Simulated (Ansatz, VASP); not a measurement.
Two plane-wave programs on MoPd

File INCAR:

```
SYSTEM = MoPd
ALGO = Normal ; EDIFF = 1E-7
ENCUT = 520 ; GGA = CA
ISIF = 2 ; ISMEAR = 1
LASPH = .TRUE. ; LCHARG = .FALSE.
LREAL = .FALSE. ; LWAVE = .FALSE.
NBANDS = 19 ; NELM = 80
PREC = Accurate ; SIGMA = 0.1
```

KPOINTS

```
k-points
0
G
  9 9 5
  0 0 0
```

POSCAR

```
MoPd
1.0
    2.7938960000      0.0000000000      0.0000000000
   -1.3969480000      2.4195850000      0.0000000000
    0.0000000000      0.0000000000      4.5663710000
Mo Pd
1 1
Direct
    0.6666666667      0.3333333333      0.5000000000
    0.3333333333      0.6666666667      0.0000000000
```

Input for Ansatz:

```yaml
crystal:
  lattice:
    - [2.793896, 0.0, 0.0]
    - [-1.396948, 2.419585, 0.0]
    - [0.0, 0.0, 4.566371]
  atoms:
    - { symbol: Mo, position: [0.6666666666666666, 0.3333333333333333, 0.5] }
    - { symbol: Pd, position: [0.3333333333333333, 0.6666666666666666, 0.0] }
basis:
  ecutwfc: 500.0
kpoints:
  mp_grid:
    grid: [9, 9, 5]
hamiltonian:
  xc: lda
scf:
  occupations:
    method: cold
    width: 0.1
output:
  stress: true
```

The cell comes from a database or a generator and needn't be the stable form of this composition.

Alike in both runs: task single point; functional LDA; k mesh 9 × 9 × 5; no spin polarisation.

|  | VASP | Ansatz |
| --- | --- | --- |
| version | VASP 6.6.1 | Ansatz 0.2.0 |
| potentials or method | VASP PAW LDA potentials, release 64 (Mo_sv, Pd) | plane waves, PAW |
| plane-wave cutoff (eV) | 520 | 500 |
| occupations | methfessel-paxton of order 1, width 0.1 eV | cold, width 0.1 eV |
| valence electrons in the cell | 24 | 32 |

|  | VASP | Ansatz | Ansatz less VASP |
| --- | --- | --- | --- |
| pressure (GPa) | -14.8 | -15.4 | -0.61 |
| largest component of the traceless stress (GPa) | 0.61 | 0.23 | -0.380 |

The two sets of potentials don't hold the same shells in valence.
